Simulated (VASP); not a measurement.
Data:

```xyz
3
Lattice="2.1730 -3.7637 0.0000 2.1730 3.7637 0.0000 0.0000 0.0000 8.9139" Properties=species:S:1:pos:R:3 pbc="T T T"
Mg     0.0000     0.0000     8.9139
I      2.1730     1.2546     1.7091
I      2.1730    -1.2546     7.2048
```

The numbers are results of revPBE GGA, VASP's PBE PAW potentials (set 64) (plane waves; VASP 6.6.1), not measurements. Numerical set-up: 520 eV cut-off, 6×6×3 Γ-centred mesh, Gaussian smearing of 0.050 eV, potentials Mg I.

Without a dispersion term in the relaxation, distances and binding between the weakly bound layers, chains or molecules are unreliable, and so is what depends on them.

Problem. The ions and cell shape at fixed volume are relaxed. What does this cell relax into?

Solution. 
```xyz
3
Lattice="2.1306 -3.6903 0.0000 2.1306 3.6903 0.0000 0.0000 0.0000 9.2720" Properties=species:S:1:pos:R:3 pbc="T T T"
Mg     0.0000     0.0000     9.2720
I      2.1306     1.2301     1.6748
I      2.1306    -1.2301     7.5972
```
Space group P-3m1 (164), at a tolerance of 0.03 Å.

Problem. How much energy does the relaxation gain?

Solution. The energy (σ→0) changes by -9.6 meV/atom, in 7 ionic steps.

The compound is MgI2 in the 1T layered structure. This cell is one point of a volume scan, at 1.06 of the reference volume. Symmetry was kept, so distortions that lower it aren't found.
